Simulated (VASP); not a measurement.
Given:

```
CELL_PARAMETERS angstrom
      0.00000     2.65578     2.65578
      2.65578     0.00000     2.65578
      2.65578     2.65578     0.00000
ATOMIC_POSITIONS crystal
  K  0.00000 0.00000 0.00000
  F  0.50000 0.50000 0.50000
```

All values below come from PBEsol GGA, VASP's PBE PAW potentials (set 64) (plane waves; VASP). Settings: 620 eV cut-off, 9×9×9 Γ-centred mesh, Gaussian smearing of 0.050 eV, potentials K_sv F.

### Question
Predict the energy per atom (σ→0), band gap (on the k-mesh) with the smallest direct gap where there is one.

### Answer

The band gap (on the k-mesh) is 6.12 eV, the smallest direct gap (on the k-mesh) comes out as 6.12 eV and the energy per atom (σ→0) is -4.261 eV/atom.

Total energies compare only between runs with the same potentials, cut-off and functional.

The compound is KF in the rock salt structure. It was relaxed first.
